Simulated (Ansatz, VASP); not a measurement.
# Cross-check of AgB between VASP and Ansatz

Aim: how closely do two programs agree when they are given the same cell, functional and k mesh? The cell is generated by rule, not measured, and may not be a known phase. Of the first pair: The cell is taken from a series of runs on this material, whose earlier steps may have relaxed, scaled, displaced or heated it; both programs get it as it stands.

Calculated with Ansatz 0.2.0; plane waves, with VASP 6.6.1 beside it; PBEsol.

### Step 1. The structure

Symmetry: Imma, No. 74, orthorhombic system. Conventional cell: a = 3.083 Å, b = 6.112 Å, c = 5.807 Å, α = 90.00°, β = 90.00°, γ = 90.00°. Nearest to B lie 2 B at 1.61 Å and 6 Ag at 2.28 to 2.49 Å. Ag has 6 B at 2.28 to 2.49 Å nearest. Farther neighbours are not listed.

### Step 2. Ansatz: relaxation of cell and atoms, PBEsol, pair 1

Ansatz runs on its default PAW (the set named soft_2) files.

The relaxed volume is the usual yardstick between codes: in a stiff, nearly cubic crystal its relative difference is about their pressure difference at one cell divided by the bulk modulus.

Contents of input.yaml:

```yaml
crystal:
  lattice:
    - [-1.5413863068, 3.0559013954, 2.9034810676]
    - [1.5413863068, -3.0559013954, 2.9034810676]
    - [1.5413863068, 3.0559013954, -2.9034810676]
  atoms:
    - { symbol: B, position: [0.0404082281, 0.2904082281, 0.75] }
    - { symbol: B, position: [0.9595917719, 0.7095917719, 0.25] }
    - { symbol: Ag, position: [0.5, 0.0, 0.5] }
    - { symbol: Ag, position: [0.0, 0.0, 0.0] }
kpoints:
  mp_grid: { grid: [14, 14, 14] }
hamiltonian:
  xc: pbesol
scf:
  occupations: { method: methfessel_paxton, width: 0.15 }
output:
  forces: true
  stress: true
  eigenvalues: true
relax:
  adjacent_minimum: "off"
  f_tol: 0.001
  max_steps: 60
  cell: { stress_tol: 0.01 }
```

Started as:

```bash
$ ansatz run input.yaml --threads 4 --pin off --max-ram 7168MiB --backend cpu --events-out ev --progress --plain --runs-dir out
```

Numbers of over 12 decimals in the logs are rounded to 6 here.

What it wrote:

```text
Engine: ansatz 0.2.0, x86_64-unknown-linux-gnu
Pseudopotentials: kind: paw
Pseudopotential: B, paw, valence charge 3, recommended cutoff 420 eV (normal), B.paw.azcp
Pseudopotential: Ag, paw, valence charge 19, recommended cutoff 420 eV (normal), Ag.paw.azcp
Functional definition: PBEsol
  exchange = pbesol_x
  correlation = pbesol_c
Crystal: 4 atoms, lattice volume = 54.705 Å³
Basis set: ecut = 420 eV, 1087 PW (Γ), exchange–correlation on 64×64×64 points (8 copies of the dense FFT grid, shifted against one another)
Bands: 27, of which v1, the nominal top of the filled ones, is band 22 counted from 1 (21 counted from 0)
Symmetry: 8 space group operations
Space group: Imma (ITA 74), of the structure as read, at distance tolerance 3.8e-5 Å
k-points: 428 of 2744
Non-local potential: B, projectors of the file, l = 0: 2, l = 1: 2, l = 2: 1
Non-local potential: Ag, projectors of the file, l = 0: 3, l = 1: 2, l = 2: 2, l = 3: 1
PAW form: soft (Blöchl's): semilocal exchange-correlation on the pseudo side does not see the compensation charge
PAW frozen core: B, regenerated for the run's functional, and the local potential with it (the file was generated under x = pbe(κ = 0.804, μ = 0.219515), c = pbe(β = 0.066725))
PAW frozen core: Ag, regenerated for the run's functional, and the local potential with it (the file was generated under x = pbe(κ = 0.804, μ = 0.219515), c = pbe(β = 0.066725))
PAW one-centre angular grid: B, 110 points (default); XC on 64 Gauss nodes
PAW one-centre angular grid: Ag, 590 points (default); XC on 64 Gauss nodes
Initial density: superposition of atomic densities (neutral atoms: chi_scale 0, normalization atom), corrected by the library's trained network
Initial wavefunctions: pseudopotential atomic-orbital guess
Functional: x = pbesol(κ = 0.804, μ = 0.123457), c = pbesol(β = 0.046)
SCF iter   1: F=—  HF=-15348.252036 eV  |F-HF|=—  |Δ(HF+E_count)|=         —  Δρ=8.75e-3  dr2=4.61e-2  ethr=1.77e-3  ⟨swp⟩=5.1  Hψ=41144  notcnv=0
preconditioner: auto → Kerker (q_TF=auto, 2.631 Å⁻¹)  [metal: Δε(μ)=0.011 eV  Ē_g=9.646 eV  σ=0.150 eV  W_gap=0.06  n_scr=16 (ndim 8)  ℏωp=26.6 eV  f_vac=0.041  D(μ)=0.32/eV (n_scr^D=0)]
SCF iter   2: F=—  HF=-15348.241325 eV  |F-HF|=—  |Δ(HF+E_count)|=   1.07e-2  S|Δr|=    0.00e0  Δρ=4.22e-3  dr2=1.39e-2  ethr=1.05e-4  ⟨swp⟩=2.2  Hψ=20609  notcnv=0
SCF iter   3: F=—  HF=-15348.237213 eV  |F-HF|=—  |Δ(HF+E_count)|=   4.11e-3  S|Δr|=    0.00e0  Δρ=1.15e-3  dr2=1.30e-3  ethr=3.16e-5  ⟨swp⟩=2.0  Hψ=17024  notcnv=0
SCF iter   4: F=—  HF=-15348.236883 eV  |F-HF|=—  |Δ(HF+E_count)|=   3.31e-4  S|Δr|=    0.00e0  Δρ=3.41e-4  dr2=1.40e-4  ethr=2.96e-6  ⟨swp⟩=2.0  Hψ=16909  notcnv=0
SCF iter   5: F=—  HF=-15348.236856 eV  |F-HF|=—  |Δ(HF+E_count)|=   2.70e-5  S|Δr|=    0.00e0  Δρ=1.07e-4  dr2=1.37e-5  ethr=3.19e-7  ⟨swp⟩=2.3  Hψ=14780  notcnv=0
SCF iter   6: F=—  HF=-15348.236865 eV  |F-HF|=—  |Δ(HF+E_count)|=   9.81e-6  S|Δr|=    0.00e0  Δρ=2.82e-5  dr2=6.54e-7  ethr=3.12e-8  ⟨swp⟩=2.4  Hψ=15589  notcnv=0
SCF iter   7: F=-15348.236865 eV  HF=-15348.236865 eV  |F-HF|=4.58e-9  |Δ(HF+E_count)|=   1.23e-7  S|Δr|=    0.00e0  Δρ=6.13e-6  dr2=2.62e-8  ethr=2.27e-10  ⟨swp⟩=8.0  Hψ=47047  notcnv=0
SCF 1 converged in 7 iterations: F = -15348.236865 eV  dr2 = 2.62e-8
  greatest PAW one-centre occupation: 1.001 electrons in one spin orbital (limit 2), on the Ag atom at site 3 (counted from 0), in its partial waves of l = 0
relax step   1: F+E_penalty+E_count = -15348.23686549 eV  Δ(F+E_penalty+E_count) = +0.000e0 eV  max|allowed force component| = 1.106e-2 eV/Å  Δτ_max = 0.0000 Å  P = -0.003 GPa  Ω = 54.705 Å³  (7 SCF iters, dr2 threshold 1.00e-7 eV, accepted)
[...]
relax step   6: F+E_penalty+E_count = -15348.23690665 eV  Δ(F+E_penalty+E_count) = +1.237e-5 eV  max|allowed force component| = 2.374e-4 eV/Å  Δτ_max = 0.0000 Å  P = -0.000 GPa  Ω = 54.684 Å³  stress off target by 1.24e-2 GPa  SCF on the basis re-selected at this cell (its energy is not comparable with the rows above)  (6 SCF iters)
[...]
relax step   7: F+E_penalty+E_count = -15348.23690789 eV  Δ(F+E_penalty+E_count) = -1.243e-6 eV  max|allowed force component| = 8.202e-5 eV/Å  Δτ_max = 0.0000 Å  P = +0.000 GPa  Ω = 54.682 Å³  energy of the carried Pulay correction = +1.081e-6 eV  (4 SCF iters, dr2 threshold 3.83e-10 eV, accepted)
[...]
relax step   8: F+E_penalty+E_count = -15348.23690764 eV  Δ(F+E_penalty+E_count) = +2.512e-7 eV  max|allowed force component| = 8.499e-5 eV/Å  Δτ_max = 0.0000 Å  P = +0.000 GPa  Ω = 54.682 Å³  stress off target by 9.56e-4 GPa  SCF on the basis re-selected at this cell (its energy is not comparable with the rows above)  (4 SCF iters)
basis re-selected at this cell: Δ(F+E_penalty+E_count) = +2.512e-7 eV, ΔP = +0.000 GPa vs the last step (what re-selecting the basis moved, of the pressure what is left beyond the Pulay correction that the steps carried, after the strain that the cell walked since its last selection, with what the two solves' SCF thresholds leave and, on support functions, any second-order correction that the steps lacked; it is no m [...]
SCF converged after 4 iterations
Stability not checked: this state was not tested for a lower state beside it, because cold or Methfessel-Paxton smearing, or corrected tetrahedra, fill the levels in a way that the test cannot read (fill_not_monotonic; see scf.lower_state_search)
Free energy (F): -15348.236908 eV
Harris-Foulkes:  -15348.236908 eV  (|F-HF|=0.00e0)
Internal energy: -15348.236921 eV  (E = F + TS)
E sigma→0 (E₀):  -15348.236911 eV
Entropy (-TS):   0.000014 eV (0.003 meV/atom)
Fermi energy:    13.266695 eV
--- Per-component energies (eV) ---
  E_band       = -608.868980
  E_kinetic    = 1149.282840
  E_local      = -5509.982198  (includes V_loc(G=0)·N_el)
  E_nonlocal   = 188.658802
  E_hartree    = 2466.368148
  E_xc         = -430.102800
  E_vxc        = -543.293846  (∫ρ·V_xc dr)
  E_paw        = -7819.400136  (= ΣΔE_a)
  E_vpaw       = -826.271423  (= ΣTr[D̂ρ^β])
  E_aug_tail   = 0.000559  (compensation charges beyond the density's cutoff)
  E_ewald      = -5393.737037
  E_core_change = 0.674900  (= ΣΔE_core)
  E_smearing   = 0.000014  (= −TS)
  E_closure    = -0.000000  (closes the sum)
  Σ components = -15348.236908   (vs F -15348.236908, Δ=0.00e0)
--- Forces (eV/Å), atoms counted from 1 ---
  atom   1  B      0.00000000     0.00000000     0.00008499
  atom   2  B      0.00000000     0.00000000    -0.00008499
  atom   3  Ag     0.00000000     0.00000000     0.00000000
  atom   4  Ag     0.00000000     0.00000000     0.00000000
  max |Σ_I F_I| component: 2.71e-20 eV/Å
--- Stress (GPa, compression-positive) ---
       -0.000947       0.000000       0.000000
        0.000000       0.000686       0.000000
        0.000000       0.000000       0.000956
  P = ⅓ Tr σ = 0.0002 GPa (0.002 kbar)
--- Band table (eV; the first three rows and the last of 428) ---
  k-point 0: bands = [... 18 lower, 9.1445, 9.1942, 9.2926, 12.0614, 14.4809, 15.8496, 18.6716, 19.4525, ... 1 higher]
  k-point 1: bands = [... 18 lower, 9.0781, 9.4886, 9.6266, 12.0244, 14.5492, 15.9251, 18.9684, 19.4216, ... 1 higher]
  k-point 2: bands = [... 18 lower, 8.9822, 9.7158, 10.1811, 11.9935, 14.7654, 16.1740, 18.6946, 19.3708, ... 1 higher]
  k-point 427: bands = [... 18 lower, 9.0699, 9.3575, 10.6467, 10.6527, 11.7726, 18.9105, 19.8214, 20.3541, ... 1 higher]
--- Relaxed structure (6 steps of the walk, 6 accepted, 2 SCFs on fresh bases) ---
  F+E_penalty+E_count = -15348.23690764 eV   max|allowed force component| = 8.499e-5 eV/Å   (the final SCF, on the basis selected at the relaxed cell)
  cell:  # Å, volume = 54.6822 Å³
    - [-1.541500, 3.050260, 2.907404]
    - [1.541500, -3.050260, 2.907404]
    - [1.541500, 3.050260, -2.907404]
  atoms:
    - { symbol: B, position: [0.040555, 0.290555, 0.75] }
    - { symbol: B, position: [0.959445, 0.709445, 0.250000] }
    - { symbol: Ag, position: [0.5, 0, 0.5] }
    - { symbol: Ag, position: [0, 0, 0] }
```

Reading the cycles: dr2 is the Hartree energy of the density residual (eV), the measure of convergence; HF is the Harris–Foulkes estimate of the energy, which meets the free energy F at convergence.

### Step 3. VASP: relaxation of cell and atoms, PBEsol, pair 1

The same cell, functional, mesh and smearing now go to VASP, with its own data sets.

Lines of VASP's logs that name or quote its potential files are left out, and so is its time.

Contents of INCAR:

```
SYSTEM = AgB
PREC = Accurate
ENCUT = 500
EDIFF = 1E-07
NELM = 120
ISMEAR = 1
SIGMA = 0.15
LREAL = .FALSE.
ALGO = Normal
GGA = PS
NBANDS = 20
LASPH = .TRUE.
LORBIT = 11
LWAVE = .FALSE.
LCHARG = .FALSE.
ISIF = 3
IBRION = 2
NSW = 80
EDIFFG = -0.005
GGA_COMPAT = .FALSE.
NELMIN = 4
KPAR = 2
```

Contents of POSCAR:

```
AgB
1.0
   -1.5413860000      3.0559010000      2.9034810000
    1.5413860000     -3.0559010000      2.9034810000
    1.5413860000      3.0559010000     -2.9034810000
B Ag
2 2
Direct
    0.0404083883      0.2904083064      0.7500000818
    0.9595919476      0.7095918657      0.2500000818
    0.5000001679      0.0000000860      0.5000000818
    0.0000001679      0.0000000860      0.0000000818
```

Contents of KPOINTS:

```
Automatic mesh
0
Gamma
14 14 14
0 0 0
```

The projector-augmented-wave data sets are B and Ag (PBE family, release 64).

Started as:

```bash
$ mpirun -np 2 vasp_std
```

What it wrote:

```text
[banner, memory and clock lines left out]
running    2 mpi-ranks, on    1 nodes
 distrk:  each k-point on    1 cores,    2 groups
 distr:  one band on    1 cores,    1 groups

 POSCAR found type information on POSCAR B Ag
 POSCAR found :  2 types and       4 ions
|                                                                             |
|               ----> ADVICE to this user running VASP <----                  |
|                                                                             |
|     You enforced a specific xc type in the INCAR file but a different       |
|     [... a line on the potential file left out ...]
|     I HOPE YOU KNOW WHAT YOU ARE DOING!                                     |
|                                                                             |

 LDA part: xc-table for (Slater+PW92), standard interpolation
 POSCAR, INCAR and KPOINTS ok, starting setup
 FFT: planning ... GRIDC
 FFT: planning ... GRID_SOFT
 FFT: planning ... GRID
 WAVECAR not read
 entering main loop
       N       E                     dE             d eps       ncg     rms          rms(c)
DAV:   1     0.146402448216E+03    0.14640E+03   -0.13674E+04 17344   0.128E+03
DAV:   2    -0.186399604445E+02   -0.16504E+03   -0.15774E+03 18660   0.283E+02
DAV:   3    -0.238169690945E+02   -0.51770E+01   -0.51269E+01 20004   0.516E+01
DAV:   4    -0.238577083655E+02   -0.40739E-01   -0.40721E-01 18084   0.468E+00
DAV:   5    -0.238581446450E+02   -0.43628E-03   -0.43627E-03 19352   0.496E-01    0.142E+01
DAV:   6    -0.192483342519E+02    0.46098E+01   -0.13783E+01 19680   0.417E+01    0.970E+00
DAV:   7    -0.191440472161E+02    0.10429E+00   -0.25074E+00 18540   0.127E+01    0.464E+00
DAV:   8    -0.191135861480E+02    0.30461E-01   -0.51527E-02 19384   0.185E+00    0.150E+00
DAV:   9    -0.191089302097E+02    0.46559E-02   -0.67487E-03 19396   0.928E-01    0.166E-01
DAV:  10    -0.191086451222E+02    0.28509E-03   -0.85536E-04 18432   0.255E-01    0.503E-02
DAV:  11    -0.191086418696E+02    0.32526E-05   -0.10239E-04 18744   0.810E-02    0.212E-02
DAV:  12    -0.191086414356E+02    0.43408E-06   -0.69787E-06 18756   0.298E-02    0.438E-03
DAV:  13    -0.191086414470E+02   -0.11383E-07   -0.60376E-07 18504   0.531E-03
   1 F= -.19108641E+02 E0= -.19108631E+02  d E =-.191086E+02
[...]
2 F= -.19108684E+02 E0= -.19108680E+02  d E =-.429780E-04
[...]
3 F= -.19108685E+02 E0= -.19108680E+02  d E =-.435512E-04
[...]
4 F= -.19108707E+02 E0= -.19108707E+02  d E =-.223573E-04
[...]
5 F= -.19108708E+02 E0= -.19108708E+02  d E =-.228338E-04
 curvature:  -0.77 expect dE=-0.819E-05 dE for cont linesearch -0.327E-08
 trial: gam= 0.20998 g(F)=  0.192E-05 g(S)=  0.872E-05 ort = 0.483E-06 (trialstep = 0.100E+01)
 search vector abs. value=  0.133E-04
 bond charge predicted
       N       E                     dE             d eps       ncg     rms          rms(c)
DAV:   1    -0.191087302324E+02   -0.22405E-04   -0.95304E-04 17592   0.226E-01    0.203E-02
DAV:   2    -0.191087197743E+02    0.10458E-04   -0.95459E-06 18720   0.302E-02    0.113E-02
DAV:   3    -0.191087151213E+02    0.46530E-05   -0.82216E-06 18636   0.257E-02    0.341E-03
DAV:   4    -0.191087151475E+02   -0.26265E-07   -0.50406E-07 18172   0.681E-03
   6 F= -.19108715E+02 E0= -.19108717E+02  d E =-.731564E-05
 trial-energy change:   -0.000007  1 .order   -0.000007   -0.000011   -0.000004
 step:   1.6130(harm=  1.6130)  dis= 0.00053  next Energy=   -19.108716 (dE=-0.867E-05)
 reached required accuracy - stopping structural energy minimisation
```

From OUTCAR (step 3):

```text
ion  position               nearest neighbor table
   1  0.040  0.290  0.750-   2 1.61   2 1.61   4 2.28   3 2.28   4 2.49   3 2.49   3 2.49   4 2.49

  LATTYP: Found a body centered orthorhombic cell.
 ALAT       =     3.0827720000
 B/A-ratio  =     1.8836819590
 C/A-ratio  =     1.9825669884

 Subroutine GETGRP returns: Found  8 space group operations
 (whereof  4 operations were pure point group operations)

The static configuration has the point symmetry C_2h.
 The point group associated with its full space group is D_2h.

 Found    428 irreducible k-points:

   k-points           NKPTS =    428   k-points in BZ     NKDIM =    428   number of bands    NBANDS=     20

   dimension x,y,z NGX =    36 NGY =   36 NGZ =   36
   dimension x,y,z NGXF=    72 NGYF=   72 NGZF=   72

   ENCUT  =  500.0 eV  36.75 Ry    6.06 a.u.   8.18  8.18  8.18*2*pi/ulx,y,z

   NELECT =      28.0000    total number of electrons

 k-points in reciprocal lattice and weights: Automatic mesh
   0.00000000  0.00000000  0.00000000       0.000
   0.07142857  0.00000000 -0.00000000       0.001
   0.14285714  0.00000000  0.00000000       0.001
   0.21428571 -0.00000000  0.00000000       0.001
   0.28571429  0.00000000  0.00000000       0.001
   0.35714286  0.00000000 -0.00000000       0.001
   0.42857143 -0.00000000  0.00000000       0.001
   0.50000000  0.00000000 -0.00000000       0.001
   0.00000000  0.07142857  0.00000000       0.001
[...]
-0.42857143 -0.42857143  0.42857143       0.001
   0.50000000  0.50000000  0.50000000       0.000

 average (electrostatic) potential at core
       1 -25.9551       2 -25.9551       3 -72.8496       4 -72.8496

 E-fermi :   6.8562

 k-point     1 :       0.0000    0.0000    0.0000
  band No.  band energies     occupation
    ...
     10       2.7345      2.00000
     11       2.7405      2.00000
     12       2.7619      2.00000
     13       2.8588      2.00000
     14       5.6548      2.00000
     15       8.0787     -0.00000
     16       9.4500     -0.00000
     17      12.2682      0.00000
     18      13.0427      0.00000
     19      14.2755      0.00000
    ...

 k-point     2 :       0.0714    0.0000   -0.0000
  band No.  band energies     occupation
    ...
     10       2.4811      2.00000
     11       2.7525      2.00000
     12       2.7792      2.00000
     13       3.1451      2.00000
     14       5.6061      2.00000
     15       8.1769     -0.00000
     16       9.5311     -0.00000
     17      12.2985      0.00000
     18      12.9664      0.00000
     19      13.8822      0.00000
    ...

 k-point     3 :       0.1429    0.0000    0.0000
  band No.  band energies     occupation
    ...
     10       2.3466      2.00000
     11       2.7247      2.00000
     12       2.8003      2.00000
     13       3.5014      2.00000
     14       5.4723      2.00000
     15       8.3635     -0.00000
     16       9.8024     -0.00000
     17      12.3667      0.00000
     18      12.7941      0.00000
     19      13.3787      0.00000
    ...

  Total       -0.0005617     -0.0054151      0.0121671      0.0000000     -0.0000000      0.0000000
  in kB       -0.0164662     -0.1587394      0.3566704      0.0000000     -0.0000000      0.0000000
  external PRESSURE =       0.0604882 kB  Pullay stress =       0.0000000 kB

  energy-cutoff  :      500.00
  volume of cell :       54.66
      direct lattice vectors                 reciprocal lattice vectors
    -1.541977671  3.051807720  2.903599007     0.000000000  0.163837321  0.172200086
     1.541977671 -3.051807720  2.903599007     0.324258911  0.000000000  0.172200086
     1.541977671  3.051807720 -2.903599007     0.324258911  0.163837321  0.000000000

 POSITION                                       TOTAL-FORCE (eV/Angst)
 -----------------------------------------------------------------------------------
      1.54198      1.52590     -1.21552        -0.000000      0.000000      0.000269
     -0.00000      1.52590      4.11912        -0.000000     -0.000000     -0.000269
     -0.00000      3.05181      0.00000         0.000000      0.000000     -0.000000
     -0.00000      0.00000      0.00000         0.000000     -0.000000     -0.000000
 -----------------------------------------------------------------------------------
    total drift:                               -0.000032     -0.000439     -0.000300

  FREE ENERGIE OF THE ION-ELECTRON SYSTEM (eV)
  ---------------------------------------------------
  free  energy   TOTEN  =       -19.1087151475 eV

  energy  without entropy=      -19.1087218188  energy(sigma->0) =      -19.10871737

 reached required accuracy - stopping structural energy minimisation

 total charge
# of ion       s       p       d       tot
------------------------------------------
    1        0.692   1.253   0.000   1.945
    2        0.692   1.253   0.000   1.945
    3        0.386   0.378   9.146   9.910
    4        0.386   0.378   9.146   9.910
--------------------------------------------------
tot          2.156   3.262  18.291  23.709

[... 3 further parts left out ...]
```

CONTCAR:

```
AgB
   1.00000000000000
    -1.5419776705826160    3.0518077199630316    2.9035990073696731
     1.5419776705826160   -3.0518077199630316    2.9035990073696731
     1.5419776705826160    3.0518077199630316   -2.9035990073696731
  B               Ag
     2     2
Direct
     0.0406873544983425    0.2906872725983445    0.7500000818000032
     0.9593129814016622    0.7093128995016572    0.2500000818000032
     0.5000001678999979    0.0000000860000000    0.5000000818000032
     0.0000001678999979    0.0000000860000000    0.0000000818000032
```

### Step 4. Comparison

Known differences besides the potentials themselves: the data sets hold 44 valence electrons in Ansatz (on its default PAW (the set named soft_2) files) and 28 in VASP; the cutoff is 420 eV in Ansatz and 500 eV in VASP; Ansatz makes its cores anew for this functional, VASP keeps those of its PBE data sets; Ansatz adds a Pulay correction to the stress that steers its cell, VASP none. Total energies have different zeros and are not compared.

The two programs side by side:

```tsv
quantity	Ansatz	VASP	difference
volume (Å³)	54.68	54.66	+0.05 %
edge a after relaxation, in the typed setting (Å)	4.487	4.486	+0.03 %
```

(Part 1 of 2 ends here.)

[Lines on the potential files, build, host, timing and source positions are cut from VASP's logs without a mark.]

[Logs are printed without paths, hosts, clocks, repeated set-up lines and the standing remarks that a program may print on its own settings, such as how far it seeks lower states.]

[Hosts, paths, dates, database ids (printed as entryN), source tags and the programs' standing remarks are cut or masked in the printed files.]
